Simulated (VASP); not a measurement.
Input:

```xyz
3
Lattice="0.0000 3.7285 3.7285 3.7285 0.0000 3.7285 3.7285 3.7285 0.0000" Properties=species:S:1:pos:R:3 pbc="T T T"
K      1.8642     1.8642     1.8642
K      5.5927     5.5927     5.5927
S      3.7285     3.7285     7.4570
```

Computed with modified Becke-Johnson potential (mBJ), VASP's PBE PAW potentials (set 64) (plane waves; VASP 6.6.1). Numerical set-up: 520 eV cut-off, 4×4×4 Γ-centred mesh, Gaussian smearing of 0.050 eV, potentials K_sv S.

mBJ is a potential without an energy functional, so only the levels count.

**Question.** Give the energies of bands 10 to 15 at the high-symmetry points, in eV from the valence-band maximum.

**Answer.** 
```
band      Γ      X      U      L      W
----  -----  -----  -----  -----  -----
10    -0.13  -0.43  -0.32  -0.33  -0.22
11    -0.13   0.00  -0.11  -0.05  -0.22
12    -0.13   0.00  -0.01  -0.05   0.00
13     4.88   5.83   6.02   7.02   6.03
14     6.75   6.84   7.00   7.07   7.22
15     6.75   7.82   7.84   7.38   7.22
```

The gap is indirect, 4.88 eV, from the valence maximum at X to the conduction minimum at Γ.

The compound is K2S in the antifluorite structure. It was relaxed first. The cell's shape comes from a PBE relaxation.
